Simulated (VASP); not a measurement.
Calculation: r2SCAN meta-GGA, VASP's PBE PAW potentials (set 64) (plane waves; VASP).

A VASP calculation is set up with these files.

**INCAR**
```
! general
SYSTEM   =  NiGe2
PREC     =  Accurate
ENCUT    =  400
LREAL    =  .FALSE.
LASPH    =  .TRUE.

! electronic loop
EDIFF    =  1E-7
NELM     =  100
ALGO     =  Normal
LMAXMIX  =  4
LMIXTAU  =  .TRUE.

! smearing
ISMEAR   =  -5

! functional
METAGGA  =  R2SCAN

! ions
ISIF     =  2

! output
LWAVE    =  .FALSE.
LCHARG   =  .FALSE.
LORBIT   =  11
NEDOS    =  601

! other
LEFG     =  .TRUE.
```

File KPOINTS_OPT:
```
k-points along high-symmetry lines
6
Line-mode
Reciprocal
  0.000000   0.000000   0.000000 ! GAMMA
  0.500000   0.000000   0.000000 ! M

  0.500000   0.000000   0.000000 ! M
  0.333333   0.333333   0.000000 ! K

  0.333333   0.333333   0.000000 ! K
  0.000000   0.000000   0.000000 ! GAMMA

  0.000000   0.000000   0.000000 ! GAMMA
  0.000000   0.000000   0.500000 ! A

  0.000000   0.000000   0.500000 ! A
  0.500000   0.000000   0.500000 ! L

  0.500000   0.000000   0.500000 ! L
  0.333333   0.333333   0.500000 ! H

  0.333333   0.333333   0.500000 ! H
  0.000000   0.000000   0.500000 ! A

  0.500000   0.000000   0.500000 ! L
  0.500000   0.000000   0.000000 ! M

  0.333333   0.333333   0.500000 ! H
  0.333333   0.333333   0.000000 ! K
```

**KPOINTS**
```
Regular mesh
0
Gamma
9 9 13
```

File POSCAR:
```
NiGe2
1
    4.4716951754     0.0000000194    -0.0000000000
   -2.2358480695     3.8726016119    -0.0000000000
   -0.0000000000    -0.0000000000     2.5939843694
Ni Ge
1 2
Direct
  0.0000000000   0.0000000000   0.0000000000
  0.3333330000   0.6666670000   0.5000000000
  0.6666670000   0.3333330000   0.5000000000
```

POTCAR, in this order: Ni Ge_d (PBE.64 set). Program: vasp_std.

The run wrote:

### OSZICAR
```
       N       E                     dE             d eps       ncg     rms          rms(c)
DAV:   1     0.214155924608E+03    0.21416E+03   -0.16932E+04  4433   0.400E+03
DAV:   2    -0.102851723711E+02   -0.22444E+03   -0.22050E+03  3899   0.622E+02
DAV:   3    -0.422035029794E+02   -0.31918E+02   -0.31680E+02  4403   0.170E+02
DAV:   4    -0.431576563453E+02   -0.95415E+00   -0.95259E+00  4397   0.353E+01
DAV:   5    -0.431820321317E+02   -0.24376E-01   -0.24383E-01  5427   0.493E+00    0.109E+01
DAV:   6    -0.446754600281E+02   -0.14934E+01   -0.61567E+01  3892   0.857E+01    0.239E+01
DAV:   7    -0.386328169124E+02    0.60426E+01   -0.11149E+01  4011   0.537E+01    0.695E+00
DAV:   8    -0.381479387139E+02    0.48488E+00   -0.32602E+00  4390   0.180E+01    0.131E+00
DAV:   9    -0.381559107764E+02   -0.79721E-02   -0.40076E-01  4238   0.454E+00    0.126E+00
DAV:  10    -0.381549526686E+02    0.95811E-03   -0.20456E-01  4402   0.439E+00    0.370E-01
DAV:  11    -0.381696237108E+02   -0.14671E-01   -0.33694E-02  4053   0.168E+00    0.122E-01
DAV:  12    -0.381701151025E+02   -0.49139E-03   -0.53290E-03  4046   0.714E-01    0.150E-01
DAV:  13    -0.381710275771E+02   -0.91247E-03   -0.17137E-03  4455   0.415E-01    0.335E-02
DAV:  14    -0.381710251296E+02    0.24475E-05   -0.18728E-04  4340   0.105E-01    0.146E-02
DAV:  15    -0.381710575092E+02   -0.32380E-04   -0.35997E-05  4081   0.604E-02    0.933E-03
DAV:  16    -0.381710562362E+02    0.12730E-05   -0.62488E-06  4399   0.273E-02    0.237E-03
DAV:  17    -0.381710594493E+02   -0.32131E-05   -0.12624E-06  3580   0.108E-02    0.145E-03
DAV:  18    -0.381710579979E+02    0.14514E-05   -0.27113E-07  3563   0.499E-03    0.145E-03
DAV:  19    -0.381710591636E+02   -0.11657E-05   -0.67095E-08  2290   0.323E-03    0.320E-04
DAV:  20    -0.381710589157E+02    0.24783E-06   -0.28892E-08  2135   0.187E-03    0.268E-04
DAV:  21    -0.381710591400E+02   -0.22431E-06   -0.83369E-09  2107   0.113E-03    0.117E-04
DAV:  22    -0.381710590910E+02    0.49076E-07   -0.14322E-09  2100   0.357E-04
   1 F= -.38171059E+02 E0= -.38171059E+02  d E =0.000000E+00
       N       E                     dE             ncg
```

OUTCAR:
```
------------------------ aborting loop because EDIFF is reached ----------------------------------------
  FORCE on cell =-STRESS in cart. coord.  units (eV):
  Direction    XX          YY          ZZ          XY          YZ          ZX
  --------------------------------------------------------------------------------------
  Total       -0.1122550     -0.1122550      0.0322558      0.0000000      0.0000000      0.0000000
  in kB       -4.0038141     -4.0038141      1.1504714      0.0000005      0.0000000      0.0000000
  external PRESSURE =      -2.2857189 kB  Pullay stress =       0.0000000 kB
  volume of cell :       44.92
      direct lattice vectors                 reciprocal lattice vectors
     4.471695175  0.000000019  0.000000000     0.223628838  0.129112198  0.000000000
    -2.235848069  3.872601612  0.000000000    -0.000000001  0.258224341  0.000000000
     0.000000000  0.000000000  2.593984369     0.000000000  0.000000000  0.385507335
 POSITION                                       TOTAL-FORCE (eV/Angst)
 -----------------------------------------------------------------------------------
      0.00000      0.00000      0.00000        -0.000000      0.000000      0.000000
     -0.00000      2.58174      1.29699        -0.000000      0.000000      0.000000
      2.23585      1.29087      1.29699         0.000000     -0.000000      0.000000
 -----------------------------------------------------------------------------------
    total drift:                                0.000000      0.000000      0.000000
  FREE ENERGIE OF THE ION-ELECTRON SYSTEM (eV)
  ---------------------------------------------------
  free  energy   TOTEN  =       -38.1710590910 eV

  energy  without entropy=      -38.1710590910  energy(sigma->0) =      -38.17105909

 total charge

# of ion       s       p       d       tot
------------------------------------------
    1        0.346   0.287   8.481   9.114
    2        1.172   1.121  10.067  12.360
    3        1.172   1.121  10.067  12.360
--------------------------------------------------
tot          2.690   2.530  28.615  33.835

 Electric field gradients after diagonalization (V/A^2)
 (convention: |V_zz| > |V_xx| > |V_yy|)
----------------------------------------------------------------------
 ion       V_xx      V_yy      V_zz     asymmetry (V_yy - V_xx)/ V_zz
----------------------------------------------------------------------
   1      14.496    14.490   -28.987       0.000
   2       5.623     5.608   -11.231       0.001
   3       5.623     5.608   -11.231       0.001
```
(Selected blocks of OUTCAR.)

For a metal the tetrahedron method with Blöchl corrections gives inexact stress and forces.

The structure was generated: NiGe2 was put into the AlB2 type (P6/mmm), which need not be its known phase. It was relaxed first, which changed the volume by -47 %. The run is not spin-polarised, so no magnetic state was tried.
